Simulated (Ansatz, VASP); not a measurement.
# V3HgN in two plane-wave programs, part 2 of 2

One calculation is typed for both programs; each brings its own data sets and cutoff. How far apart do they land? The cell is invented: As first built, before any earlier steps moved the atoms (in the runner's words): it takes the Mn3HgN structure with some of its atoms replaced by other elements, volume scaled by an estimate. It may not be a known or stable phase. The cell is taken from a series of VASP runs on this material, whose earlier steps may have relaxed, scaled or displaced it; both programs get it as it stands.

VASP 6.6.1 and Ansatz 0.2.0.

So far. Step 2 (Ansatz: single point, PBE): The run ends at a pressure of -0.82 GPa.

### Step 3. VASP: single point, PBE

Level of this step: PBE, spin-polarised from a ferromagnetic start; plane waves and PAW (Hg, V_sv, N); invented cell (VASP).

The same cell, functional, mesh and smearing now go to VASP, with its own data sets and cutoff.

Lines of VASP's logs that name or quote its potential files are left out, and so is its time.

Input file INCAR:

```
SYSTEM = V3HgN
PREC = Accurate
ENCUT = 520
EDIFF = 1E-06
NELM = 100
ISMEAR = -1
SIGMA = 0.05
LREAL = .FALSE.
ALGO = Normal
GGA = PE
NBANDS = 37
ISPIN = 2
MAGMOM = 0 2 2 2 0
LMAXMIX = 4
LORBIT = 11
LWAVE = .FALSE.
LCHARG = .TRUE.
ISIF = 2
LELF = .TRUE.
LVHAR = .TRUE.
```

Input file POSCAR:

```
V3HgN
1.0
    4.0169311694      0.0000000000      0.0000000000
    0.0000000000      4.0169311694      0.0000000000
    0.0000000000      0.0000000000      4.0169311694
Hg V N
1 3 1
Direct
    0.5000000000      0.5000000000      0.5000000000
    0.5000000000      0.0000000000      0.0000000000
    0.0000000000      0.5000000000      0.0000000000
    0.0000000000      0.0000000000      0.5000000000
    0.0000000000      0.0000000000      0.0000000000
```

Input file KPOINTS:

```
Automatic mesh
0
Gamma
7 7 7
0 0 0
```

Potentials, in the order of the species: Hg, V_sv and N (PBE family, release 64).

Command:

```sh
$ mpirun -np 2 vasp_std
```

Numbers of over 12 decimals in the logs are rounded to 6 here.

What it wrote:

```text
[banner, memory and clock lines left out]
running    2 mpi-ranks, on    1 nodes
 distrk:  each k-point on    2 cores,    1 groups
 distr:  one band on    1 cores,    2 groups

 POSCAR found type information on POSCAR HgV N
 POSCAR found :  3 types and       5 ions
 LDA part: xc-table for (Slater+PW92), standard interpolation
|                                                                             |
|           W    W    AA    RRRRR   N    N  II  N    N   GGGG   !!!           |
|           W    W   A  A   R    R  NN   N  II  NN   N  G    G  !!!           |
|           W    W  A    A  R    R  N N  N  II  N N  N  G       !!!           |
|           W WW W  AAAAAA  RRRRR   N  N N  II  N  N N  G  GGG   !            |
|           WW  WW  A    A  R   R   N   NN  II  N   NN  G    G                |
|           W    W  A    A  R    R  N    N  II  N    N   GGGG   !!!           |
|                                                                             |
|     The number of bands has been changed from the values supplied in        |
|     The orbitals not found in the WAVECAR file will be initialized with     |
|     random numbers, which is usually adequate. For correlated               |
|     calculations, however, you should redo the groundstate calculation.     |
|     I found NBANDS = 37. Now, NBANDS = 38.                                  |
|                                                                             |

 POSCAR, INCAR and KPOINTS ok, starting setup
 FFT: planning ... GRIDC
 FFT: planning ... GRID_SOFT
 FFT: planning ... GRID
 WAVECAR not read
 entering main loop
       N       E                     dE             d eps       ncg     rms          rms(c)
DAV:   1     0.764364741461E+03    0.76436E+03   -0.32530E+04  3048   0.168E+03
DAV:   2     0.277391733526E+01   -0.76159E+03   -0.73877E+03  3100   0.538E+02
DAV:   3    -0.433288462315E+02   -0.46103E+02   -0.44726E+02  3658   0.139E+02
DAV:   4    -0.445501661517E+02   -0.12213E+01   -0.12121E+01  3476   0.212E+01
DAV:   5    -0.445651305743E+02   -0.14964E-01   -0.14955E-01  3466   0.246E+00    0.376E+01
DAV:   6    -0.376385066373E+02    0.69266E+01   -0.47934E+01  3932   0.467E+01    0.936E+00
DAV:   7    -0.375298361877E+02    0.10867E+00   -0.57806E+00  3392   0.176E+01    0.992E+00
DAV:   8    -0.374835511567E+02    0.46285E-01   -0.52381E-01  3396   0.458E+00    0.417E+00
DAV:   9    -0.374757043147E+02    0.78468E-02   -0.99235E-02  3482   0.197E+00    0.100E+00
DAV:  10    -0.374778322914E+02   -0.21280E-02   -0.16053E-02  3348   0.902E-01    0.586E-01
DAV:  11    -0.374823964006E+02   -0.45641E-02   -0.50049E-03  3620   0.448E-01    0.332E-01
DAV:  12    -0.374853360723E+02   -0.29397E-02   -0.30697E-03  3542   0.281E-01    0.236E-01
DAV:  13    -0.374866660114E+02   -0.13299E-02   -0.15635E-03  3758   0.197E-01    0.109E-01
DAV:  14    -0.374870007877E+02   -0.33478E-03   -0.40462E-04  3504   0.945E-02    0.711E-02
DAV:  15    -0.374870803274E+02   -0.79540E-04   -0.79622E-05  3586   0.483E-02    0.506E-02
DAV:  16    -0.374871560841E+02   -0.75757E-04   -0.16553E-04  3462   0.639E-02    0.147E-02
DAV:  17    -0.374871601467E+02   -0.40626E-05   -0.16982E-05  3148   0.221E-02    0.875E-03
DAV:  18    -0.374871604092E+02   -0.26250E-06   -0.51122E-07  1812   0.554E-03
   1 F= -.37487160E+02 E0= -.37460024E+02  d E =-.542730E-01  mag=     0.0003
```

Parts of OUTCAR (step 3):

```text
ion  position               nearest neighbor table
   1  0.500  0.500  0.500-   2 2.84   3 2.84   4 2.84   2 2.84   3 2.84   2 2.84   4 2.84   2 2.84
                             3 2.84   4 2.84   3 2.84   4 2.84
   2  0.500  0.000  0.000-   5 2.01   5 2.01   4 2.84   1 2.84   1 2.84   4 2.84   1 2.84   3 2.84
                             1 2.84   3 2.84   4 2.84   3 2.84   4 2.84   3 2.84
   3  0.000  0.500  0.000-   5 2.01   5 2.01   4 2.84   1 2.84   1 2.84   4 2.84   2 2.84   4 2.84
                             2 2.84   4 2.84   1 2.84   2 2.84   1 2.84   2 2.84
   4  0.000  0.000  0.500-   5 2.01   5 2.01   3 2.84   1 2.84   2 2.84   3 2.84   2 2.84   1 2.84
                             3 2.84   3 2.84   1 2.84   2 2.84   2 2.84   1 2.84
   5  0.000  0.000  0.000-   2 2.01   3 2.01   4 2.01   4 2.01   3 2.01   2 2.01

  LATTYP: Found a simple cubic cell.
 ALAT       =     4.0169311694

 Subroutine GETGRP returns: Found 48 space group operations
 (whereof 48 operations were pure point group operations)

The static configuration has the point symmetry O_h .

 Found     20 irreducible k-points:

   k-points           NKPTS =     20   k-points in BZ     NKDIM =     20   number of bands    NBANDS=     38

   dimension x,y,z NGX =    30 NGY =   30 NGZ =   30
   dimension x,y,z NGXF=    60 NGYF=   60 NGZF=   60

   ENCUT  =  520.0 eV  38.22 Ry    6.18 a.u.   7.47  7.47  7.47*2*pi/ulx,y,z

   NELECT =      56.0000    total number of electrons

 k-points in reciprocal lattice and weights: Automatic mesh
   0.00000000  0.00000000  0.00000000       0.003
   0.14285714  0.00000000  0.00000000       0.017
   0.28571429  0.00000000  0.00000000       0.017
   0.42857143  0.00000000  0.00000000       0.017
   0.14285714  0.14285714  0.00000000       0.035
   0.28571429  0.14285714  0.00000000       0.070
   0.42857143  0.14285714  0.00000000       0.070
   0.28571429  0.28571429  0.00000000       0.035
   0.42857143  0.28571429  0.00000000       0.070
[...]
0.42857143  0.42857143  0.28571429       0.070
   0.42857143  0.42857143  0.42857143       0.023

 average (electrostatic) potential at core
       1 -35.5045       2 -71.9664       3 -71.9664       4 -71.9664       5 -61.1297

 E-fermi :   8.8025

 spin component 1
 k-point     1 :       0.0000    0.0000    0.0000
  band No.  band energies     occupation
    ...
     23       6.9614      1.00000
     24       6.9614      1.00000
     25       6.9614      1.00000
     26       7.7434      1.00000
     27       7.7434      1.00000
     28       9.8611      0.00000
     29       9.8611      0.00000
     30       9.8611      0.00000
     31       9.9234      0.00000
     32       9.9234      0.00000
    ...

 k-point     2 :       0.1429    0.0000    0.0000
  band No.  band energies     occupation
    ...
     23       6.9468      1.00000
     24       7.0224      1.00000
     25       7.0224      1.00000
     26       7.4838      1.00000
     27       7.8486      1.00000
     28       9.5632      0.00000
     29       9.5632      0.00000
     30       9.5994      0.00000
     31       9.8195      0.00000
     32       9.9076      0.00000
    ...

 k-point     3 :       0.2857    0.0000    0.0000
  band No.  band energies     occupation
    ...
     23       6.4410      1.00000
     24       6.9124      1.00000
     25       7.0430      1.00000
     26       7.0430      1.00000
     27       8.1486      1.00000
     28       8.9748      0.03091
     29       9.3141      0.00004
     30       9.3141      0.00004
     31       9.7287      0.00000
     32       9.8504      0.00000
    ...

 k-point     4 :       0.4286    0.0000    0.0000
  band No.  band energies     occupation
    ...
     24       6.8833      1.00000
     25       6.9526      1.00000
     26       6.9526      1.00000
     27       8.5346      0.99531
     28       8.7135      0.85567
     29       9.3888      0.00001
     30       9.3888      0.00001
     31       9.6585      0.00000
     32       9.6642      0.00000
     33      10.0833      0.00000
    ...

 k-point     5 :       0.1429    0.1429    0.0000
  band No.  band energies     occupation
    ...
     23       6.9147      1.00000
     24       6.9688      1.00000
     25       7.1619      1.00000
     26       7.4571      1.00000
     27       7.7617      1.00000
     28       9.2286      0.00020
     29       9.2741      0.00008
     30       9.4799      0.00000
     31       9.8593      0.00000
     32      10.0425      0.00000
    ...

 k-point     6 :       0.2857    0.1429    0.0000
  band No.  band energies     occupation
    ...
     23       6.3771      1.00000
     24       6.9072      1.00000
     25       7.0609      1.00000
     26       7.2828      1.00000
     27       8.0036      1.00000
     28       8.9543      0.04585
     29       9.0292      0.01062
     30       9.2787      0.00007
     31       9.8225      0.00000
     32       9.9554      0.00000
    ...

  Total       -0.0077913     -0.0077913     -0.0077913     -0.0000000     -0.0000000      0.0000000
  in kB       -0.1925920     -0.1925920     -0.1925920     -0.0000000     -0.0000000      0.0000000
  external PRESSURE =      -0.1925920 kB  Pullay stress =       0.0000000 kB

  energy-cutoff  :      520.00
  volume of cell :       64.82
      direct lattice vectors                 reciprocal lattice vectors
     4.016931169  0.000000000  0.000000000     0.248946262  0.000000000  0.000000000
     0.000000000  4.016931169  0.000000000     0.000000000  0.248946262  0.000000000
     0.000000000  0.000000000  4.016931169     0.000000000  0.000000000  0.248946262

 POSITION                                       TOTAL-FORCE (eV/Angst)
 -----------------------------------------------------------------------------------
      2.00847      2.00847      2.00847         0.000000      0.000000      0.000000
      2.00847      0.00000      0.00000         0.000000      0.000000      0.000000
      0.00000      2.00847      0.00000         0.000000      0.000000      0.000000
      0.00000      0.00000      2.00847         0.000000      0.000000      0.000000
      0.00000      0.00000      0.00000         0.000000      0.000000      0.000000
 -----------------------------------------------------------------------------------
    total drift:                                0.000000     -0.000000      0.000000

  FREE ENERGIE OF THE ION-ELECTRON SYSTEM (eV)
  ---------------------------------------------------
  free  energy   TOTEN  =       -37.4871604092 eV

  energy  without entropy=      -37.4328874523  energy(sigma->0) =      -37.46002393

 total charge
# of ion       s       p       d       tot
------------------------------------------
    1        0.846   0.720   9.198  10.763
    2        2.239   6.219   3.104  11.562
    3        2.239   6.219   3.104  11.562
    4        2.239   6.219   3.104  11.562
    5        1.255   2.525   0.000   3.779
--------------------------------------------------
tot          8.816  21.901  18.510  49.227

 magnetization (x)
# of ion       s       p       d       tot
------------------------------------------
    1       -0.000  -0.000   0.000  -0.000
    2        0.000   0.000   0.000   0.001
    3        0.000   0.000   0.000   0.001
    4        0.000   0.000   0.000   0.001
    5       -0.000  -0.000   0.000  -0.000
--------------------------------------------------
tot          0.000  -0.000   0.002   0.001

[... 6 further parts left out ...]
```

The moments of VASP's start collapse, so its state is non-magnetic. LASPH is off, so gradient terms of the non-spherical density inside the spheres are left out; for open d or f shells this can shift gaps and moments.

### Step 4. Comparison

Known differences besides the potentials themselves: the data sets hold 64 valence electrons in Ansatz (default PAW (the set named soft_2) files) and 56 in VASP; the cutoff is 420 eV in Ansatz and 520 eV in VASP; VASP leaves aspherical gradient terms in its spheres out (LASPH is not set), Ansatz keeps them. Total energies have different zeros and are not compared.

Both answers:

```csv
quantity,Ansatz,VASP,difference
pressure (GPa),-0.82,-0.02,-0.80
pressure without Ansatz's Pulay correction (GPa),-1.04,-0.02,-1.02
```

Ansatz's pressure holds a Pulay correction of 0.22 GPa; VASP's holds none.

### Step 5. Results

| Quantity | Value |
| --- | --- |
| difference in pressure (single point, PBE) | -0.80 GPa |

In words: The difference in pressure is -0.80 GPa (single point, PBE), within the 1 GPa picked in this series as the mark of a large difference. How closely two codes agree says nothing of how well the functional describes the real material.

[Lines on the potential files, build, host, timing and source positions are cut from VASP's logs without a mark.]

[Logs are printed without paths, hosts, clocks, repeated set-up lines and the standing remarks that a program may print on its own settings, such as how far it seeks lower states.]

[Hosts, paths, dates, database ids (printed as entryN), source tags and the programs' standing remarks are cut or masked in the printed files.]
